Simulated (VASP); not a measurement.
OSZICAR of a VASP run on GaN (wurtzite):

### OSZICAR
```
       N       E                     dE             d eps       ncg     rms          rms(c)
DAV:   1     0.289501991767E+03    0.28950E+03   -0.20460E+04  1432   0.339E+03
DAV:   2     0.738160627043E+01   -0.28212E+03   -0.27297E+03  1442   0.570E+02
DAV:   3    -0.284544539721E+02   -0.35836E+02   -0.35543E+02  1524   0.164E+02
DAV:   4    -0.299748335084E+02   -0.15204E+01   -0.15171E+01  1800   0.357E+01
DAV:   5    -0.299974983860E+02   -0.22665E-01   -0.22654E-01  1538   0.417E+00    0.104E+01
DAV:   6    -0.262198523526E+02    0.37776E+01   -0.13436E+01  2432   0.597E+01    0.305E+00
DAV:   7    -0.263020990364E+02   -0.82247E-01   -0.17098E+00  1416   0.115E+01    0.264E+00
DAV:   8    -0.262801203139E+02    0.21979E-01   -0.31614E-01  2300   0.901E+00    0.964E-01
DAV:   9    -0.262533443382E+02    0.26776E-01   -0.12761E-01  2360   0.629E+00    0.282E-01
DAV:  10    -0.262542463699E+02   -0.90203E-03   -0.67964E-03  1530   0.906E-01    0.114E-01
DAV:  11    -0.262541833584E+02    0.63011E-04   -0.79969E-04  2058   0.574E-01    0.162E-02
DAV:  12    -0.262541904972E+02   -0.71388E-05   -0.12959E-04  1528   0.919E-02    0.106E-02
DAV:  13    -0.262541897367E+02    0.76049E-06   -0.11670E-05  1822   0.739E-02    0.403E-03
DAV:  14    -0.262541897447E+02   -0.79544E-08   -0.19431E-06  1210   0.168E-02
   1 F= -.23491188E+02 E0= -.23491188E+02  d E =-.234912E+02
       N       E                     dE             d eps       ncg     rms          rms(c)
DAV:   1    -0.268226103999E+02   -0.56842E+00   -0.10087E+01  1628   0.743E+01    0.527E+00
DAV:   2    -0.262766796791E+02    0.54593E+00   -0.14479E+00  1886   0.335E+01    0.245E+00
DAV:   3    -0.261254106087E+02    0.15127E+00   -0.26955E-01  2100   0.114E+01    0.547E-01
DAV:   4    -0.261187538514E+02    0.66568E-02   -0.35005E-02  1352   0.192E+00    0.401E-01
DAV:   5    -0.261112006663E+02    0.75532E-02   -0.79027E-03  2172   0.863E-01    0.130E-01
DAV:   6    -0.261101664705E+02    0.10342E-02   -0.16069E-03  1596   0.503E-01    0.262E-02
DAV:   7    -0.261101688181E+02   -0.23476E-05   -0.42818E-05  1492   0.613E-02    0.308E-02
DAV:   8    -0.261101702169E+02   -0.13989E-05   -0.35475E-05  1838   0.607E-02    0.128E-02
DAV:   9    -0.261101689113E+02    0.13057E-05   -0.46863E-06  1514   0.285E-02    0.197E-02
DAV:  10    -0.261101675543E+02    0.13570E-05   -0.29590E-06  1190   0.140E-02    0.120E-02
DAV:  11    -0.261101674320E+02    0.12225E-06   -0.84787E-07   816   0.815E-03
   2 F= -.23482743E+02 E0= -.23482743E+02  d E =0.844467E-02
       N       E                     dE             d eps       ncg     rms          rms(c)
DAV:   1    -0.264162119464E+02   -0.30604E+00   -0.31901E+00  1638   0.444E+01    0.279E+00
DAV:   2    -0.262607680117E+02    0.15544E+00   -0.38663E-01  1922   0.168E+01    0.137E+00
DAV:   3    -0.262123926094E+02    0.48375E-01   -0.10207E-01  2084   0.788E+00    0.264E-01
DAV:   4    -0.262108842045E+02    0.15084E-02   -0.14068E-02  1338   0.115E+00    0.240E-01
DAV:   5    -0.262096937293E+02    0.11905E-02   -0.82324E-04  1984   0.258E-01    0.177E-01
DAV:   6    -0.262082674165E+02    0.14263E-02   -0.14305E-03  1854   0.546E-01    0.193E-02
DAV:   7    -0.262082657558E+02    0.16607E-05   -0.65301E-05  1832   0.831E-02    0.956E-03
DAV:   8    -0.262082652977E+02    0.45807E-06   -0.85865E-06  1806   0.270E-02
   3 F= -.23507045E+02 E0= -.23507045E+02  d E =-.158576E-01
```

Q: Which electronic solver shows in the log?

A: It is blocked Davidson (ALGO = Normal, or the opening steps of other solvers). The INCAR had ALGO = Normal.

Q: Can the final energy be trusted as converged?

A: The calculation finished and met its thresholds. It stopped with EDIFF = 1E-6, NELM = 100, NSW = 40 and EDIFFG = -0.02 after 3 ionic steps (PBEsol GGA, plane waves, VASP's PBE PAW potentials (set 64)). Energy and stress use the plane-wave basis of the starting cell.

The compound is GaN in the wurtzite structure. This run relaxes it under an external pressure of 10 GPa. Symmetry was kept, so distortions that lower it aren't found.
